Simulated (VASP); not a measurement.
TaAs:

```
Ta As
1.0
    -1.72181    1.72181    5.86794
     1.72181   -1.72181    5.86794
     1.72181    1.72181   -5.86794
Ta As
2 2
Direct
  0.49997 0.99997 0.50000
  0.74997 0.74997 0.00000
  0.08263 0.58263 0.50000
  0.33263 0.33263 0.00000
```

The cell is a database's computed one.

| Item | Value |
| --- | --- |
| Program | VASP 6.6.1 |
| Task | relaxation of cell and atoms |
| Functional | PBEsol |
| Potentials or basis | VASP PAW PBE potentials, release 64 (Ta_pv, As) |
| Cutoff | 600 eV |
| k mesh | 16 × 16 × 16 |
| Occupations | methfessel-paxton, width 0.1 eV |
| Spin | no spin polarisation |

At the start: pressure -3.2 GPa; volume 17.40 Å³/atom.

Problem. Where does the relaxation end?

Solution. Over 8 steps the energy falls by 3.6 meV/atom and the volume is 17.08 Å³/atom (-1.8 %); space group I4_1md (No. 109, to 0.05 Å).

Step by step:
```csv
step,energy change (eV),largest force (eV/Å),pressure (GPa),volume (Å³)
1,0.0000,0.0220,-3.24,69.59
2,0.0340,0.0584,6.98,66.10
3,-0.0129,0.0330,0.03,68.36
4,-0.0129,0.0332,0.08,68.34
5,-0.0140,0.0345,0.06,68.32
6,-0.0141,0.0351,0.05,68.31
7,-0.0142,0.0100,-0.09,68.35
8,-0.0142,0.0022,-0.07,68.34
```

Final structure:
```
CELL_PARAMETERS angstrom
-1.71653 1.71653 5.79841
1.71653 -1.71653 5.79841
1.71653 1.71653 -5.79841
ATOMIC_POSITIONS crystal
Ta 0.50030 0.00030 0.50000
Ta 0.75030 0.75030 0.00000
As 0.08230 0.58230 0.50000
As 0.33230 0.33230 0.00000
```

Caveat: the PAW data sets were made with another functional, which shifts forces and pressure a little.
